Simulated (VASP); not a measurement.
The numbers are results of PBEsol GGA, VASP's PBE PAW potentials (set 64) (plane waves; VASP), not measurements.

A VASP calculation is set up with these files.

**INCAR**
```
ALGO = Normal
DIPOL = 0.5 0.5 0.5
EDIFF = 1E-5
EDIFFG = -0.03
ENCUT = 450
GGA = PS
IBRION = 2
IDIPOL = 3
ISIF = 2
ISMEAR = 0
LASPH = .True.
LCHARG = .False.
LDIPOL = .True.
LMAXMIX = 4
LREAL = .False.
LWAVE = .True.
NELM = 100
NELMIN = 4
NSW = 50
PREC = Normal
SIGMA = 0.05
SYSTEM = BaO(110) slab
```

### POSCAR
```
BaO(110) slab
1.0
  3.9128627557   0.0000000000   0.0000000000
  0.0000000000   5.5336229663   0.0000000000
  0.0000000000   0.0000000000  26.7213209314
Ba O
6 6
direct
  0.0000000000   0.0000000000   0.3169600000
  0.5000000000   0.5000000000   0.3901760000
  0.0000000000   0.0000000000   0.4633920000
  0.5000000000   0.5000000000   0.5366080000
  0.0000000000   0.0000000000   0.6098240000
  0.5000000000   0.5000000000   0.6830400000
  0.5000000000   0.0000000000   0.3901760000
  0.0000000000   0.5000000000   0.3169600000
  0.5000000000   0.0000000000   0.5366080000
  0.0000000000   0.5000000000   0.4633920000
  0.5000000000   0.0000000000   0.6830400000
  0.0000000000   0.5000000000   0.6098240000
```

**KPOINTS**
```
Regular mesh
0
G
  5 4 1
```

POTCAR, in this order: Ba_sv O (PBE.64 set). Program: vasp_std.

Q: What will the output report for the number of irreducible k-points (NKPTS), largest plane-wave count, number of space-group operations, FFT grid (NGX, NGY, NGZ)?

A: 
The number of irreducible k-points (NKPTS) is 9, the largest plane-wave count is 12571 and the number of space-group operations comes out as 8. The FFT grid (NGX, NGY, NGZ) is 20 × 30 × 140.

The cell is a thin slab with vacuum, built from BaO (rock salt): (110) face.
